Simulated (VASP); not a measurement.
Data:

```yaml
crystal:
  lattice:
    - [0.00000, 1.71057, 1.71057]
    - [1.71057, 0.00000, 1.71057]
    - [1.71057, 1.71057, 0.00000]
  atoms:
    - { symbol: Ni, position: [0.00000, 0.00000, 0.00000], spin: 0.6 }
```

Calculation: LDA (Ceperley-Alder, Perdew-Zunger), VASP's LDA PAW potentials (set 64) (plane waves; VASP). Run with 520 eV cut-off, Gaussian smearing of 0.050 eV, potentials Ni.

Give the spin-up energies of bands 1 to 6 at the high-symmetry points, in eV from the Fermi level.

```json
[
 {"band": "1", "Γ": "-9.58", "X": "-5.13", "U": "-4.36", "L": "-5.26", "W": "-4.14"},
 {"band": "2", "Γ": "-2.56", "X": "-4.58", "U": "-4.04", "L": "-2.57", "W": "-3.30"},
 {"band": "3", "Γ": "-2.56", "X": "-0.44", "U": "-2.21", "L": "-2.57", "W": "-3.30"},
 {"band": "4", "Γ": "-2.56", "X": "-0.30", "U": "-1.08", "L": "-0.47", "W": "-1.34"},
 {"band": "5", "Γ": "-1.26", "X": "-0.30", "U": "-0.59", "L": "-0.47", "W": "-0.30"},
 {"band": "6", "Γ": "-1.26", "X": "2.50", "U": "6.13", "L": "-0.41", "W": "8.26"}
]
```

Give the spin-down energies of bands 1 to 6 at the high-symmetry points, in eV from the Fermi level.

```csv
band,Γ,X,U,L,W
1,-9.54,-4.80,-3.98,-4.90,-3.78
2,-1.98,-4.10,-3.61,-2.05,-2.82
3,-1.98,0.11,-1.72,-2.05,-2.82
4,-1.98,0.37,-0.56,-0.38,-0.83
5,-0.73,0.37,0.07,0.15,0.37
6,-0.73,2.56,6.36,0.15,8.46
```

It has no gap at this level: it comes out as a metal or semimetal.

The compound is Ni in the fcc structure. It was relaxed first, which changed the volume by -8 %.
